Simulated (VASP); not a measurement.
Given:

```xyz
2
Lattice="0.0000 3.3300 3.3300 3.3300 0.0000 3.3300 3.3300 3.3300 0.0000" Properties=species:S:1:pos:R:3 pbc="T T T"
Sr     0.0000     0.0000     0.0000
Te     3.3300     3.3300     3.3300
```

The numbers are results of revPBE GGA, VASP's PBE PAW potentials (set 64) (plane waves; VASP), not measurements. Settings: 520 eV cut-off, 6×6×6 Γ-centred mesh, Gaussian smearing of 0.050 eV, potentials Sr_sv Te.

Energy and stress use the plane-wave basis of the starting cell.

**Question.** The ions, cell shape and volume are relaxed. Which structure does the run end with?

**Answer.** 
```xyz
2
Lattice="0.0000 3.3984 3.3984 3.3984 0.0000 3.3984 3.3984 3.3984 0.0000" Properties=species:S:1:pos:R:3 pbc="T T T"
Sr     0.0000     0.0000     0.0000
Te     3.3984     3.3984     3.3984
```
Space group Fm-3m (225), at a tolerance of 0.03 Å.

**Question.** How do energy and volume change from the first to the last step?

**Answer.** The energy (σ→0) changes by -14.2 meV/atom and the volume by +6.3 %, in 3 ionic steps.

```
step  E(σ→0) (eV)  max force (eV/Å)  pressure (GPa)  volume (Å³)
----  -----------  ----------------  --------------  -----------
1         -7.7665             0.000            2.06        73.85
2         -7.7945             0.000           -0.20        79.05
3         -7.7949             0.000            0.01        78.50
```

The compound is SrTe in the rock salt structure. This run relaxes it. Symmetry was kept, so distortions that lower it aren't found.
